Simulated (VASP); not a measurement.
# MnAl15N16 (a cell with a defect) in VASP: notebook

The runs below take MnAl15N16 (a cell with a defect) through single point, with PBEsol+U.

Program: VASP 6.6.1. These are calculated values, not measurements. Logs are shortened: lines on timing, memory, paths and dates and some standing lists are left out, and cuts for length are marked.

## (1) The crystal as given

The cell holds a defect, 32 atoms: a = 6.220 Å, b = 6.220 Å, c = 9.960 Å, α = 90.00°, β = 90.00°, γ = 120.00°.

## (2) Single point, PBEsol+U, collinear spin, ferromagnetic start

File INCAR:

```
PREC     = Accurate       # precision mode
ENCUT    = 450            # plane-wave cutoff, eV
EDIFF    = 1E-5           # SCF threshold, eV
ISMEAR   = 0              # smearing method
SIGMA    = 0.03           # smearing width, eV
LREAL    = Auto         
LASPH    = T              # aspherical terms in the spheres
NELM     = 120            # most SCF steps
ALGO     = Normal         # electronic algorithm
ISIF     = 2              # what is computed and relaxed
LWAVE    = F              # write WAVECAR
LCHARG   = F              # write CHGCAR
ISPIN    = 2              # spin polarisation
MAGMOM   = 2 0 0 0 0 0 0 0 0 0 0 0 0 0 0 0 0 0 0 0 0 0 0 0 0 0 0 0 0 0 0 0 # initial moments
LORBIT   = 11             # projections on sites
NUPDOWN  = 2              # fixed moment
LMAXMIX  = 4              # l up to which the mixer works
LDAU     = T              # DFT+U
LDAUTYPE = 2            
LDAUL    = 2 -1 -1        # shell
LDAUU    = 5.5 0 0        # U, eV
LDAUJ    = 0 0 0        
LDAUPRINT= 1            
GGA      = PS             # functional
ISYM     = 0            
KPAR     = 4
```

File KPOINTS:

```
Automatic mesh
0
Gamma
  3 3 2
```

File POSCAR:

```
MnAl15N16                               
1.0
    6.2200008610      0.0000000000      0.0000000000
   -3.1100004305      5.3866787572      0.0000000000
    0.0000000000      0.0000000000      9.9600000000
  Mn              Al              N             
     1    15    16
Direct
     0.3291007434162024    0.1634146868909445    0.9993311415618110
     0.3297170829665358    0.1637300893325153    0.4983250657271624
     0.3366418222391168    0.6672436789468914    0.0012051281701461
     0.3322166548737958    0.6647047282240751    0.4994209354017515
     0.8322887578293301    0.1654911965877650    0.0000923404282085
     0.8306503987920236    0.1639013922777497    0.4995303456655719
     0.8324746689179037    0.6652712355060969    0.9999961820207738
     0.8308327290806922    0.6642845223764793    0.4996975746671717
     0.1614401973115512    0.3309690813598361    0.2505544067722493
     0.1660618570668349    0.3337233559108179    0.7484181741864173
     0.1616569717096481    0.8271784827811363    0.2510056382361907
     0.1668695592388904    0.8317305062476035    0.7477834336423521
     0.6623466948325636    0.3295402414157032    0.2501730864015521
     0.6660987169514816    0.3321984304050197    0.7475674701909344
     0.6646511213472902    0.8309728824198505    0.2498251842072952
     0.6667425655352660    0.8327664592168751    0.7494684401436870
     0.3250209526121361    0.1603411424586945    0.1970613877924428
     0.3316250161644121    0.1652734894116260    0.6896737379943426
     0.3313326751136546    0.6641144388212622    0.1913565369484706
     0.3346102584006990    0.6665444619530059    0.6895406639753519
     0.8292839563929321    0.1642094144874053    0.1906316192929818
     0.8324485156196560    0.1648422845971978    0.6896341217539022
     0.8293752262536036    0.6622489557564463    0.1905082814182531
     0.8328846801949217    0.6661790349955854    0.6900745875319384
     0.1634853034991691    0.3317879234218789    0.4410588532525065
     0.1614278007268200    0.3412990489165733    0.9385824318947381
     0.1635222362932447    0.8291696020389778    0.4414036897872099
     0.1659026180469797    0.8242628047830733    0.9397075318478696
     0.6638387927677033    0.3307847162488979    0.4409355266348064
     0.6743200602518357    0.3358807153359836    0.9362533949228458
     0.6650734378325681    0.8310827860028781    0.4400693869691518
     0.6681769277205430    0.8330072108711570    0.9404717005599278
```

Potentials or basis: VASP PAW PBE potentials, release 64 (Mn_pv, Al, N).

The run is started by

```sh
> cat potpaw_PBE.64/Mn_pv/POTCAR potpaw_PBE.64/Al/POTCAR potpaw_PBE.64/N/POTCAR > POTCAR
> mpirun -np 4 vasp_std > vasp.out
```

OUTCAR:

```text
PREC = Accurate
   ENCUT = 450
   EDIFF = 1E-5
   ISMEAR = 0
   LREAL = Auto
   LASPH = T
   NELM = 120
   ISIF = 2
   ISPIN = 2
   LORBIT = 11
   NUPDOWN = 2
   GGA = PS
   ISYM = 0

 ion  position               nearest neighbor table
   1  0.329  0.163  0.999-  28 1.92  26 1.96  30 1.96  17 1.97  13 3.08  12 3.08  10 3.08   9 3.09
                            11 3.09   7 3.09  14 3.10   5 3.10   3 3.11   3 3.11   5 3.12   7 3.13
   2  0.330  0.164  0.498-  29 1.89  25 1.89  27 1.89  18 1.91  13 3.05  11 3.06   9 3.06  12 3.06
                            10 3.07  14 3.07   6 3.10   8 3.10   4 3.11   4 3.11   8 3.12   6 3.12
   3  0.337  0.667  0.001-  26 1.86  28 1.87  32 1.89  19 1.89  15 3.04  11 3.07  16 3.07   9 3.07
                             7 3.09   5 3.09  10 3.09  12 3.10   1 3.11   1 3.11   5 3.13   7 3.13
   4  0.332  0.665  0.499-  25 1.89  27 1.89  31 1.89  20 1.89  12 3.05  10 3.05  11 3.06   9 3.06
                            15 3.06  16 3.07   6 3.10   8 3.10   2 3.11   2 3.11   8 3.12   6 3.12
   5  0.832  0.165  0.000-  26 1.88  30 1.88  32 1.89  21 1.90   9 3.06  15 3.07  13 3.07  16 3.07
                            10 3.08  14 3.09   3 3.09   1 3.10   7 3.11   7 3.11   1 3.12   3 3.13
   6  0.831  0.164  0.500-  25 1.89  31 1.89  29 1.89  22 1.89  14 3.05   9 3.05  16 3.06  15 3.07
                            13 3.07  10 3.07   4 3.10   2 3.10   8 3.11   8 3.11   2 3.12   4 3.12
   7  0.832  0.665  1.000-  32 1.88  30 1.88  28 1.89  23 1.90  11 3.07  15 3.07  16 3.07  13 3.08
                            14 3.09   3 3.09  12 3.09   1 3.09   5 3.11   5 3.11   1 3.13   3 3.13
   8  0.831  0.664  0.500-  27 1.88  31 1.89  29 1.89  24 1.90  14 3.05  11 3.05  12 3.06  16 3.07
                            15 3.07  13 3.07   4 3.10   2 3.10   6 3.11   6 3.11   2 3.12   4 3.12
   9  0.161  0.331  0.251-  17 1.88  21 1.89  19 1.89  25 1.90   6 3.05   2 3.06   5 3.06   4 3.06
[... 17 lines left out ...]
  19  0.331  0.664  0.191-  15 1.89  11 1.89   9 1.89   3 1.89
  20  0.335  0.667  0.690-  12 1.88  16 1.89  10 1.89   4 1.89
  21  0.829  0.164  0.191-  13 1.89   9 1.89  15 1.89   5 1.90
  22  0.832  0.165  0.690-  16 1.89  14 1.89  10 1.89   6 1.89
[... 8 lines left out ...]
  31  0.665  0.831  0.440-   8 1.89   4 1.89   6 1.89  15 1.89
  32  0.668  0.833  0.940-   7 1.88   3 1.89   5 1.89  16 1.90

IMPORTANT INFORMATION: All symmetrisations will be switched off!
NOSYMM: (Re-)initialisation of all symmetry stuff for point group C_1.

----------------------------------------------------------------------------------------

                                     Primitive cell

  volume of cell :     333.7113

  direct lattice vectors                    reciprocal lattice vectors
     6.220000861  0.000000000  0.000000000     0.160771682  0.092821574  0.000000000
    -3.110000430  5.386678757  0.000000000     0.000000000  0.185643148  0.000000000
     0.000000000  0.000000000  9.960000000     0.000000000  0.000000000  0.100401606

  length of vectors
     6.220000861  6.220000861  9.960000000     0.185643148  0.185643148  0.100401606

  position of ions in fractional coordinates (direct lattice)
     0.329100743  0.163414687  0.999331142
     0.329717083  0.163730089  0.498325066
     0.336641822  0.667243679  0.001205128
     0.332216655  0.664704728  0.499420935
     0.832288758  0.165491197  0.000092340
     0.830650399  0.163901392  0.499530346
[... 24 lines left out ...]
     0.665073438  0.831082786  0.440069387
     0.668176928  0.833007211  0.940471701

  ion indices of the primitive-cell ions
   primitive index   ion index
                 1           1
                 2           2
                 3           3
                 4           4
                 5           5
                 6           6
[... 24 lines left out ...]
                31          31
                32          32

----------------------------------------------------------------------------------------

 KPOINTS: Automatic mesh

Automatic generation of k-mesh.
 Grid dimensions read from file:
 generate k-points for:    3    3    2

 Generating k-lattice:

  Cartesian coordinates                     Fractional coordinates (reciprocal lattice)
[... 100 lines left out ...]
spin component  2

  0.1196 -0.0013 -0.0416 -0.0455  0.0006
 -0.0013  0.0786  0.0192 -0.0004 -0.0500
 -0.0416  0.0192  0.9433 -0.0154 -0.0294
 -0.0455 -0.0004 -0.0154  0.0729 -0.0012
  0.0006 -0.0500 -0.0294 -0.0012  0.1283

 occupancies and eigenvectors

  o =  0.0434  v =  0.0000  0.0000  0.0000  0.0000  0.0000 -0.5105 -0.2223 -0.0378 -0.8158 -0.1518      0.0000  0.0000  0.0000  0.0000  0.0000  0.0000  0.0000  0.0000  0.0000  0.0000
  o =  0.0479  v =  0.0000  0.0000  0.0000  0.0000  0.0000  0.1415 -0.8207  0.0115  0.2284 -0.5042      0.0000  0.0000  0.0000  0.0000  0.0000  0.0000  0.0000  0.0000  0.0000  0.0000
  o =  0.1465  v =  0.0000  0.0000  0.0000  0.0000  0.0000 -0.8467 -0.0096 -0.0330  0.5307  0.0176      0.0000  0.0000  0.0000  0.0000  0.0000  0.0000  0.0000  0.0000  0.0000  0.0000
  o =  0.1578  v =  0.0000  0.0000  0.0000  0.0000  0.0000 -0.0082  0.5258 -0.0447  0.0219 -0.8491      0.0000  0.0000  0.0000  0.0000  0.0000  0.0000  0.0000  0.0000  0.0000  0.0000
  o =  0.2312  v =  0.0249 -0.0211 -0.9991 -0.0044  0.0273  0.0000  0.0000  0.0000  0.0000  0.0000      0.0000  0.0000  0.0000  0.0000  0.0000  0.0000  0.0000  0.0000  0.0000  0.0000
  o =  0.7428  v = -0.4842  0.4728 -0.0414  0.3355 -0.6540  0.0000  0.0000  0.0000  0.0000  0.0000      0.0000  0.0000  0.0000  0.0000  0.0000  0.0000  0.0000  0.0000  0.0000  0.0000
  o =  0.8233  v = -0.6479 -0.3521  0.0021  0.4826  0.4726  0.0000  0.0000  0.0000  0.0000  0.0000      0.0000  0.0000  0.0000  0.0000  0.0000  0.0000  0.0000  0.0000  0.0000  0.0000
  o =  0.9471  v =  0.0000  0.0000  0.0000  0.0000  0.0000  0.0494 -0.0243 -0.9977  0.0150  0.0374      0.0000  0.0000  0.0000  0.0000  0.0000  0.0000  0.0000  0.0000  0.0000  0.0000
  o =  0.9489  v = -0.5875  0.0096 -0.0105 -0.8087  0.0276  0.0000  0.0000  0.0000  0.0000  0.0000      0.0000  0.0000  0.0000  0.0000  0.0000  0.0000  0.0000  0.0000  0.0000  0.0000
  o =  0.9493  v =  0.0086  0.8074 -0.0009  0.0235  0.5894  0.0000  0.0000  0.0000  0.0000  0.0000      0.0000  0.0000  0.0000  0.0000  0.0000  0.0000  0.0000  0.0000  0.0000  0.0000

 number of electron     137.9999997 magnetization       1.9999999

 Free energy of the ion-electron system (eV)
  ---------------------------------------------------
  ext. energy  EPLUGINS =         0.00000000
  ---------------------------------------------------
  free energy    TOTEN  =      -247.80307312 eV

  energy without entropy =     -247.80127951  energy(sigma->0) =     -247.80217632

 E-fermi :   7.9521     XC(G=0): -11.1887

 val. band max:        7.6618846943   @ k =   0.3333   0.3333   0.5000
 cond. band min:       7.1145664095   @ k =   0.3333   0.3333   0.5000
 fundamental gap:     -0.5473182849
 Fermi energy:         7.1080364218

 spin component 1

 k-point     1 :       0.0000    0.0000    0.0000
  band No.  band energies     occupation
      1     -42.0570      1.00000
      2     -41.8693      1.00000
      3     -40.9172      1.00000
      4      -9.0932      1.00000
      5      -8.2170      1.00000
      6      -8.1797      1.00000
[... 829 lines left out ...]
     80      12.7684      0.00000
     81      13.2026      0.00000
 Fermi energy:         7.9521250339

 spin component 2

 k-point     1 :       0.0000    0.0000    0.0000
  band No.  band energies     occupation
      1     -39.3297      1.00000
      2     -39.0291      1.00000
      3     -38.9642      1.00000
      4      -9.1121      1.00000
      5      -8.2582      1.00000
      6      -8.1933      1.00000
[... 829 lines left out ...]
     80      12.9346      0.00000
     81      13.2016      0.00000
 [bands above 81 left out]

------------------------ aborting loop because EDIFF is reached ----------------------------------------

  FORCE on cell =-STRESS in cart. coord.  units (eV):
  Direction    XX          YY          ZZ          XY          YZ          ZX
  --------------------------------------------------------------------------------------
  -------------------------------------------------------------------------------------
  Total        2.8472482      3.6084739      5.3886171     -0.6514242     -0.0786153     -0.2259539
  in kB       13.6698910     17.3246030     25.8712282     -3.1275455     -0.3774388     -1.0848248
  external PRESSURE =      18.9552407 kB  Pullay stress =       0.0000000 kB

 VOLUME and BASIS-vectors are now :
 -----------------------------------------------------------------------------
  energy-cutoff  :      450.00
  volume of cell :      333.71
      direct lattice vectors                 reciprocal lattice vectors
     6.220000861  0.000000000  0.000000000     0.160771682  0.092821574  0.000000000
    -3.110000430  5.386678757  0.000000000     0.000000000  0.185643148  0.000000000
     0.000000000  0.000000000  9.960000000     0.000000000  0.000000000  0.100401606

 POSITION                                       TOTAL-FORCE (eV/Angst)
 -----------------------------------------------------------------------------------
      1.53879      0.88026      9.95334         0.099527      0.332973     -0.043295
      1.54164      0.88196      4.96332         0.013993      0.018995     -0.086133
      0.01878      3.59423      0.01200         0.027355      0.066867      0.123983
     -0.00084      3.58055      4.97423        -0.026188     -0.015340     -0.023496
      4.66216      0.89145      0.00092        -0.049517     -0.057331      0.087809
      4.65691      0.88288      4.97532        -0.013587      0.052340     -0.022128
[... 24 lines left out ...]
      1.55209      4.47678      4.38309        -0.004273      0.009133      0.001326
      1.56541      4.48714      9.36710         0.012264      0.006723      0.015261
 -----------------------------------------------------------------------------------
    total drift:                               -0.005956      0.003684      0.053080

  FREE ENERGIE OF THE ION-ELECTRON SYSTEM (eV)
  ---------------------------------------------------
  free  energy   TOTEN  =      -247.8030731199 eV

  energy  without entropy=     -247.8012795119  energy(sigma->0) =     -247.80217632

 total charge

# of ion       s       p       d       tot
------------------------------------------
    1        0.360   6.372   5.006  11.737
    2        0.369   0.442   0.000   0.811
    3        0.372   0.453   0.000   0.825
    4        0.370   0.447   0.000   0.817
    5        0.371   0.448   0.000   0.819
    6        0.370   0.446   0.000   0.816
[... 24 lines left out ...]
   31        1.223   2.618   0.000   3.842
   32        1.223   2.616   0.000   3.840
--------------------------------------------------
tot         25.531  54.756   5.006  85.293

 magnetization (x)

# of ion       s       p       d       tot
------------------------------------------
    1        0.018  -0.003   2.347   2.363
    2       -0.000  -0.001   0.000  -0.001
    3        0.004   0.004   0.000   0.008
    4       -0.000  -0.000   0.000  -0.000
    5        0.003   0.003   0.000   0.007
    6       -0.000  -0.000   0.000  -0.000
[... 24 lines left out ...]
   31       -0.000  -0.001   0.000  -0.001
   32        0.000   0.001   0.000   0.001
--------------------------------------------------
tot          0.016  -0.347   2.347   2.016
```

It took 9.7 min on 4 MPI ranks of Intel Xeon 6975P-C (Granite Rapids), shared host; peak memory 0.71 GiB.

What came out:

| Item | Value |
| --- | --- |
| Free energy | -247.8031 eV |
| Largest force | 0.752 eV/Å |
| Net moment | 2.00 μB per cell |
| Site moments | Mn +2.36; Al -0.00, +0.01, +0.00; N -0.04, -0.01, +0.00, -0.00, -0.10, -0.11 μB |
| Valence electrons inside the program's atomic spheres | Mn 11.74; Al 0.81, 0.82; N 3.82, 3.83, 3.84, 3.81, 3.80 |

Forces in eV/Å, atoms in the order of the input:
```
Mn   0.100  0.333 -0.043
Al   0.014  0.019 -0.086
Al   0.027  0.067  0.124
Al  -0.026 -0.015 -0.023
Al  -0.050 -0.057  0.088
Al  -0.014  0.052 -0.022
Al   0.040  0.018  0.073
Al   0.022 -0.042 -0.014
Al   0.174 -0.040  0.057
Al  -0.021 -0.030 -0.098
Al   0.018  0.137  0.013
Al  -0.028 -0.014  0.056
Al  -0.198 -0.078  0.063
Al  -0.005 -0.012 -0.177
Al  -0.011 -0.032  0.033
Al   0.017 -0.008 -0.074
N    0.177  0.183  0.553
N    0.005  0.025  0.015
N    0.000 -0.019 -0.025
N    0.016  0.003  0.032
N    0.001 -0.017 -0.060
N   -0.003 -0.014  0.034
N   -0.010 -0.003 -0.043
N   -0.019 -0.003  0.024
N   -0.040  0.000  0.036
N   -0.201 -0.043 -0.244
N   -0.006 -0.036  0.034
N   -0.233 -0.529 -0.481
N    0.067  0.028  0.050
N    0.177  0.111  0.090
N   -0.004  0.009  0.001
N    0.012  0.007  0.015
```

Eigenvalues of the final occupation matrices:
```csv
site,spin,trace,eigenvalues
site 1 d,1,3.70,0.23 0.74 0.82 0.95 0.95
site 1 d,2,1.34,0.04 0.05 0.15 0.16 0.95
```

Caveat: the k mesh is coarse (spacing up to 0.39 Å⁻¹), so the values aren't converged; the cutoff is under 1.25 times the usual one of these potentials, so pressure, stress and relaxed cells hold a basis-set (Pulay) error; the PAW data sets were made with another functional, which shifts forces and pressure a little; the total moment is fixed, so each spin has its own Fermi level; only a ferromagnetic start was run, and an antiferromagnetic order may lie lower in energy.

[end of part 1 of 2]
